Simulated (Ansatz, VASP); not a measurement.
# KAg in two plane-wave programs

One calculation is typed for both programs; each brings its own data sets. How far apart do they land? The cell is generated by rule, not measured, and may not be a known phase. The cell is taken from a series of runs on this material, whose earlier steps may have relaxed, scaled, displaced or heated it; both programs get it as it stands.

Main program and level: Ansatz 0.2.0; plane waves, with VASP 6.6.1 beside it; zone-centre phonons at PBEsol.

The structure was built from a prototype and need not be the compound's stable phase.

## 1. The starting structure

It takes space group Pm-3m (No. 221, cubic). The conventional cell has a = 3.983 Å, b = 3.983 Å, c = 3.983 Å, α = 90.00°, β = 90.00°, γ = 90.00°. Nearest to K lie 8 Ag at 3.45 Å. Ag has 8 K at 3.45 Å nearest. Farther neighbours are not listed.

Structure file:

```cif
data_structure
_symmetry_space_group_name_H-M 'Pm-3m'
_symmetry_Int_Tables_number 221
_cell_length_a 3.9832
_cell_length_b 3.9832
_cell_length_c 3.9832
_cell_angle_alpha 90.000
_cell_angle_beta 90.000
_cell_angle_gamma 90.000
_cell_volume 63.20
loop_
_atom_site_label
_atom_site_type_symbol
_atom_site_symmetry_multiplicity
_atom_site_Wyckoff_symbol
_atom_site_fract_x
_atom_site_fract_y
_atom_site_fract_z
_atom_site_occupancy
K1 K 1 b 0.50000 0.50000 0.50000 1
Ag1 Ag 1 a 0.00000 0.00000 0.00000 1
```

## 2. VASP: zone-centre phonons, PBEsol

Second derivatives magnify differences that forces hide, and they need a tight electronic threshold.

Lines of VASP's logs that name or quote its potential files are left out, and so is its time.

The input, INCAR:

```
SYSTEM = KAg
PREC = Accurate
ENCUT = 500
EDIFF = 1E-08
NELM = 120
ISMEAR = 1
SIGMA = 0.15
LREAL = .FALSE.
ALGO = Normal
GGA = PS
NBANDS = 16
LASPH = .TRUE.
LORBIT = 11
LWAVE = .FALSE.
LCHARG = .FALSE.
ISIF = 2
IBRION = 8
GGA_COMPAT = .FALSE.
KPAR = 2
```

The input, POSCAR:

```
KAg
1.0
    3.9831655217      0.0000000000      0.0000000000
    0.0000000000      3.9831655217      0.0000000000
    0.0000000000      0.0000000000      3.9831655217
K Ag
1 1
Direct
    0.5000000000      0.5000000000      0.5000000000
    0.0000000000      0.0000000000      0.0000000000
```

The input, KPOINTS:

```
Automatic mesh
0
Gamma
10 10 10
0 0 0
```

The projector-augmented-wave data sets are K_sv and Ag (PBE family, release 64).

Started as:

```bash
$ mpirun -np 2 vasp_std
```

Numbers of over 12 decimals in the logs are rounded to 6 here.

The log of the run:

```text
[banner, memory and clock lines left out]
running    2 mpi-ranks, on    1 nodes
 distrk:  each k-point on    1 cores,    2 groups
 distr:  one band on    1 cores,    1 groups

 POSCAR found type information on POSCAR K Ag
 POSCAR found :  2 types and       2 ions
|                                                                             |
|               ----> ADVICE to this user running VASP <----                  |
|                                                                             |
|     You enforced a specific xc type in the INCAR file but a different       |
|     [... a line on the potential file left out ...]
|     I HOPE YOU KNOW WHAT YOU ARE DOING!                                     |
|                                                                             |

 LDA part: xc-table for (Slater+PW92), standard interpolation
 POSCAR, INCAR and KPOINTS ok, starting setup
 FFT: planning ... GRIDC
 FFT: planning ... GRID_SOFT
 FFT: planning ... GRID
 WAVECAR not read
 entering main loop
       N       E                     dE             d eps       ncg     rms          rms(c)
DAV:   1     0.118273455101E+03    0.11827E+03   -0.92869E+03  1800   0.108E+03
DAV:   2     0.791479532306E+00   -0.11748E+03   -0.11214E+03  2096   0.281E+02
DAV:   3    -0.404866880806E+01   -0.48401E+01   -0.48227E+01  3240   0.471E+01
DAV:   4    -0.412122810263E+01   -0.72559E-01   -0.72554E-01  2176   0.434E+00
DAV:   5    -0.412318990432E+01   -0.19618E-02   -0.19618E-02  2816   0.496E-01    0.514E+00
DAV:   6    -0.400705008723E+01    0.11614E+00   -0.51267E-01  1920   0.536E+00    0.264E+00
DAV:   7    -0.399846277532E+01    0.85873E-02   -0.13093E-02  2792   0.859E-01    0.152E+00
DAV:   8    -0.399612356766E+01    0.23392E-02   -0.79746E-03  2312   0.615E-01    0.931E-02
DAV:   9    -0.399616141558E+01   -0.37848E-04   -0.66974E-04  2472   0.221E-01    0.565E-02
DAV:  10    -0.399618094295E+01   -0.19527E-04   -0.60029E-05  2368   0.617E-02    0.194E-02
DAV:  11    -0.399618225845E+01   -0.13155E-05   -0.15512E-05  2360   0.316E-02    0.298E-03
DAV:  12    -0.399618261375E+01   -0.35530E-06   -0.12347E-06  2584   0.105E-02    0.209E-03
DAV:  13    -0.399618244197E+01    0.17178E-06   -0.37568E-08  2448   0.141E-03    0.742E-04
DAV:  14    -0.399618235435E+01    0.87622E-07   -0.12321E-08  1912   0.865E-04    0.629E-05
DAV:  15    -0.399618235894E+01   -0.45879E-08   -0.22519E-09  1264   0.338E-04
   1 F= -.39961824E+01 E0= -.39964358E+01  d E =0.760463E-03
 Linear response reoptimize wavefunctions to high precision
DAV:   1    -0.399618235980E+01   -0.86129E-09   -0.22420E-09  2200   0.155E-04
DAV:   2    -0.399618235977E+01    0.23192E-10   -0.42627E-11  1152   0.218E-05
 Linear response DOF=           2
 Linear response progress:
  Degree of freedom:   1/  2
       N       E                     dE             d eps       ncg     rms          rms(c)
RMM:   1    -0.314389201203E+00   -0.31439E+00    0.33103E-01  6203   0.372E+00
RMM:   2    -0.311145768981E+00    0.32434E-02   -0.34419E-02  6850   0.864E-01    0.367E-02
RMM:   3    -0.313087608590E+00   -0.19418E-02   -0.39750E-03  7924   0.239E-01    0.234E-02
RMM:   4    -0.313164526830E+00   -0.76918E-04   -0.16865E-04  8373   0.452E-02    0.182E-02
RMM:   5    -0.313170641610E+00   -0.61148E-05   -0.28862E-05  8100   0.221E-02    0.295E-03
RMM:   6    -0.313173211896E+00   -0.25703E-05   -0.57310E-06  8976   0.797E-03    0.267E-03
RMM:   7    -0.313172688734E+00    0.52316E-06   -0.16173E-06  8472   0.386E-03    0.372E-04
RMM:   8    -0.313172972563E+00   -0.28383E-06    0.56428E-07  9216   0.172E-03    0.474E-04
RMM:   9    -0.313172114045E+00    0.85852E-06    0.27330E-06  8954   0.928E-04    0.542E-05
RMM:  10    -0.313171948724E+00    0.16532E-06    0.13268E-06  9595   0.490E-04    0.604E-05
RMM:  11    -0.313171717055E+00    0.23167E-06    0.15477E-06  9491   0.286E-04    0.462E-05
RMM:  12    -0.313171621979E+00    0.95076E-07    0.79881E-07  9159   0.190E-04    0.206E-05
RMM:  13    -0.313171600736E+00    0.21244E-07    0.75046E-07  9258   0.128E-04    0.121E-05
RMM:  14    -0.313171566808E+00    0.33928E-07    0.42251E-07  8956   0.923E-05    0.956E-06
RMM:  15    -0.313171546649E+00    0.20158E-07    0.35259E-07  8462   0.700E-05    0.853E-06
RMM:  16    -0.313171496047E+00    0.50602E-07    0.24164E-07  8139   0.573E-05    0.219E-06
RMM:  17    -0.313171503856E+00   -0.78093E-08    0.18225E-07  7578   0.478E-05    0.447E-06
RMM:  18    -0.313171480913E+00    0.22943E-07    0.13380E-07  7295   0.420E-05    0.327E-07
RMM:  19    -0.313171482709E+00   -0.17954E-08    0.10279E-07  5765   0.374E-05    0.146E-06
RMM:  20    -0.313171481576E+00    0.11333E-08    0.83840E-08  5310   0.347E-05    0.172E-06
 first order change of Fermi-energy  -0.78728E-04
 force on displaced ion       1 direction 1 :  -1.177  -0.000   0.000
 Linear response progress:
  Degree of freedom:   2/  2
       N       E                     dE             d eps       ncg     rms          rms(c)
RMM:   1    -0.301271339220E+00   -0.30127E+00   -0.19859E-01  7069   0.290E+00
RMM:   2    -0.302185502035E+00   -0.91416E-03   -0.14832E-03  6504   0.264E-01    0.580E-02
RMM:   3    -0.302204708579E+00   -0.19207E-04   -0.10384E-04  7180   0.578E-02    0.332E-02
RMM:   4    -0.302403745750E+00   -0.19904E-03   -0.10705E-04  7134   0.569E-02    0.660E-03
RMM:   5    -0.302448519919E+00   -0.44774E-04   -0.14595E-05  7363   0.175E-02    0.307E-03
RMM:   6    -0.302445663731E+00    0.28562E-05   -0.39341E-06  7762   0.954E-03    0.197E-03
RMM:   7    -0.302416477038E+00    0.29187E-04   -0.10942E-06  8032   0.421E-03    0.302E-04
RMM:   8    -0.302413846606E+00    0.26304E-05   -0.16649E-07  8595   0.152E-03    0.253E-04
RMM:   9    -0.302413977389E+00   -0.13078E-06    0.34775E-08  8926   0.518E-04    0.183E-04
RMM:  10    -0.302416187267E+00   -0.22099E-05    0.49948E-09  8385   0.368E-04    0.742E-05
RMM:  11    -0.302415773344E+00    0.41392E-06   -0.99834E-09  8530   0.169E-04    0.373E-05
RMM:  12    -0.302415773587E+00   -0.24274E-09    0.12580E-08  9286   0.797E-05    0.476E-05
 first order change of Fermi-energy  -0.17724E-03
 force on displaced ion       2 direction 1 :  -1.169   0.000   0.000
 Linear response finished
```

OUTCAR, selected parts (step 2):

```text
ion  position               nearest neighbor table
   1  0.500  0.500  0.500-   2 3.45   2 3.45   2 3.45   2 3.45   2 3.45   2 3.45   2 3.45   2 3.45

  LATTYP: Found a simple cubic cell.
 ALAT       =     3.9831655217

 Subroutine GETGRP returns: Found 48 space group operations
 (whereof 48 operations were pure point group operations)

The static configuration has the point symmetry O_h .

 Found     56 irreducible k-points:

   k-points           NKPTS =     56   k-points in BZ     NKDIM =     56   number of bands    NBANDS=     16

   dimension x,y,z NGX =    30 NGY =   30 NGZ =   30
   dimension x,y,z NGXF=    60 NGYF=   60 NGZF=   60

   ENCUT  =  500.0 eV  36.75 Ry    6.06 a.u.   7.26  7.26  7.26*2*pi/ulx,y,z

   NELECT =      20.0000    total number of electrons

 k-points in reciprocal lattice and weights: Automatic mesh
   0.00000000  0.00000000  0.00000000       0.001
   0.10000000  0.00000000  0.00000000       0.006
   0.20000000  0.00000000  0.00000000       0.006
   0.30000000  0.00000000  0.00000000       0.006
   0.40000000  0.00000000  0.00000000       0.006
   0.50000000  0.00000000  0.00000000       0.003
   0.10000000  0.10000000  0.00000000       0.012
   0.20000000  0.10000000  0.00000000       0.024
   0.30000000  0.10000000  0.00000000       0.024
[...]
0.50000000  0.50000000  0.40000000       0.006
   0.50000000  0.50000000  0.50000000       0.001

 average (electrostatic) potential at core
       1 -35.6691       2 -76.3880

  Total        0.0119441      0.0119441      0.0119441      0.0000000     -0.0000000     -0.0000000
  in kB        0.3028163      0.3028163      0.3028163      0.0000000     -0.0000000     -0.0000000
  external PRESSURE =       0.3028163 kB  Pullay stress =       0.0000000 kB

  energy-cutoff  :      500.00
  volume of cell :       63.20
      direct lattice vectors                 reciprocal lattice vectors
     3.983165522  0.000000000  0.000000000     0.251056602  0.000000000  0.000000000
     0.000000000  3.983165522  0.000000000     0.000000000  0.251056602  0.000000000
     0.000000000  0.000000000  3.983165522     0.000000000  0.000000000  0.251056602

 POSITION                                       TOTAL-FORCE (eV/Angst)
 -----------------------------------------------------------------------------------
      1.99158      1.99158      1.99158         0.000000      0.000000      0.000000
      0.00000      0.00000      0.00000         0.000000      0.000000      0.000000
 -----------------------------------------------------------------------------------
    total drift:                                0.000000      0.000000      0.000000

 Eigenvectors and eigenvalues of the dynamical matrix
 ----------------------------------------------------

   1 f  =    3.162914 THz    19.873173 2PiTHz  105.503444 cm-1    13.080754 meV
             X         Y         Z           dx          dy          dz
      1.991583  1.991583  1.991583     0.857503   -0.000000    0.000000
      0.000000  0.000000  0.000000    -0.514478    0.000000    0.000000

   2 f  =    3.162914 THz    19.873173 2PiTHz  105.503444 cm-1    13.080754 meV
             X         Y         Z           dx          dy          dz
      1.991583  1.991583  1.991583     0.000000    0.857503    0.000000
      0.000000  0.000000  0.000000    -0.000000   -0.514478    0.000000

   3 f  =    3.162914 THz    19.873173 2PiTHz  105.503444 cm-1    13.080754 meV
             X         Y         Z           dx          dy          dz
      1.991583  1.991583  1.991583    -0.000000   -0.000000    0.857503
      0.000000  0.000000  0.000000     0.000000    0.000000   -0.514478

   4 f/i=    0.004822 THz     0.030300 2PiTHz    0.160857 cm-1     0.019944 meV
             X         Y         Z           dx          dy          dz
      1.991583  1.991583  1.991583     0.240841    0.454625   -0.000000
      0.000000  0.000000  0.000000     0.401419    0.757743    0.000000

   5 f/i=    0.004822 THz     0.030300 2PiTHz    0.160857 cm-1     0.019944 meV
             X         Y         Z           dx          dy          dz
      1.991583  1.991583  1.991583     0.000000    0.000000   -0.514478
      0.000000  0.000000  0.000000    -0.000000    0.000000   -0.857503

   6 f/i=    0.004822 THz     0.030300 2PiTHz    0.160857 cm-1     0.019944 meV
             X         Y         Z           dx          dy          dz
      1.991583  1.991583  1.991583    -0.454625    0.240841    0.000000
      0.000000  0.000000  0.000000    -0.757743    0.401419    0.000000

 ELASTIC MODULI CONTR FROM IONIC RELAXATION (kBar)
 Direction    XX          YY          ZZ          XY          YZ          ZX
 --------------------------------------------------------------------------------
 XX           0.0000      0.0000      0.0000      0.0000      0.0000      0.0000
 YY           0.0000      0.0000      0.0000      0.0000      0.0000      0.0000
 ZZ           0.0000      0.0000      0.0000      0.0000      0.0000      0.0000
 XY           0.0000      0.0000      0.0000      0.0000      0.0000      0.0000
 YZ           0.0000      0.0000      0.0000      0.0000      0.0000      0.0000
 ZX           0.0000      0.0000      0.0000      0.0000      0.0000      0.0000
 --------------------------------------------------------------------------------
```

Energies printed during the response cycles are not total energies of the cell.

(Part 1 of 2 ends here.)

[Lines on the potential files, build, host, timing and source positions are cut from VASP's logs without a mark.]

[Logs are printed without paths, hosts, clocks, repeated set-up lines and the standing remarks that a program may print on its own settings, such as how far it seeks lower states.]

[Hosts, paths, dates, database ids (printed as entryN), source tags and the programs' standing remarks are cut or masked in the printed files.]
